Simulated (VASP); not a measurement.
An input for Quantum ESPRESSO's pw.x (written as the equivalent of a VASP run, and not itself run):

```
&CONTROL
  calculation = 'vc-relax'
  pseudo_dir = './pseudo'
  outdir = './out'
  tprnfor = .true.
  tstress = .true.
  nstep = 60
  forc_conv_thr = 0.00078
/
&SYSTEM
  ibrav = 0
  nat = 3
  ntyp = 2
  ecutwfc = 84
  occupations = 'smearing'
  smearing = 'methfessel-paxton'
  degauss = 0.00735
  input_dft = 'pbe'
/
&ELECTRONS
  conv_thr = 7.3e-08
  electron_maxstep = 100
/
&IONS
/
&CELL
/
ATOMIC_SPECIES
  Mg 24.305 Mg.upf
  B 10.810 B.upf
CELL_PARAMETERS angstrom
     1.5385864   -2.6649094   -0.0000000
     1.5385864    2.6649094    0.0000000
    -0.0000000   -0.0000000    3.4988337
ATOMIC_POSITIONS crystal
  Mg   0.0000000  0.0000000  0.0000000
  B    0.3333330  0.6666670  0.5000000
  B    0.6666670  0.3333330  0.5000000
K_POINTS automatic
  10 10 8 0 0 0
```

### Question
Write the VASP files for the same calculation (PBE).

### Answer
This is not unique; one that fits is 
### KPOINTS
```
Automatic mesh
0
Gamma
10 10 8
0 0 0
```

INCAR:
```
# general
SYSTEM = MgB2
PREC   = Accurate
ENCUT  = 520   # plane-wave cut-off (eV)
LREAL  = .FALSE.   # projection in real space or not
LASPH  = .TRUE.

# electronic loop
EDIFF  = 1E-6   # SCF stop (eV)
NELM   = 100
ALGO   = Normal

# smearing
ISMEAR = 1   # Methfessel-Paxton
SIGMA  = 0.1   # width (eV)

# functional
GGA    = PE

# ions
IBRION = 2   # conjugate gradients
NSW    = 60   # most ionic steps
ISIF   = 3   # ions, shape and volume
EDIFFG = -0.02   # ionic stop

# output
LWAVE  = .FALSE.
LCHARG = .FALSE.
```

POSCAR:
```
MgB2
1
    1.5385864324    -2.6649093813    -0.0000000000
    1.5385864324     2.6649093813     0.0000000000
   -0.0000000000    -0.0000000000     3.4988336739
Mg B
1 2
Direct
  0.0000000000   0.0000000000   0.0000000000
  0.3333330000   0.6666670000   0.5000000000
  0.6666670000   0.3333330000   0.5000000000
```

POTCAR, in this order: Mg B (PBE.64 set). Program: vasp_std.

What does not carry over: the potentials are each code's own (VASP's PAW set, PseudoDojo norm-conserving files in pw.x), so ENCUT and ecutwfc are chosen apart and not converted; conv_thr bounds pw.x's estimated SCF error, while EDIFF bounds the energy change between steps; forc_conv_thr acts on force components and is met together with etot_conv_thr.

The compound is MgB2 in the AlB2 type structure. This run relaxes it. Symmetry was kept, so distortions that lower it aren't found. The start is the result of an earlier pass.
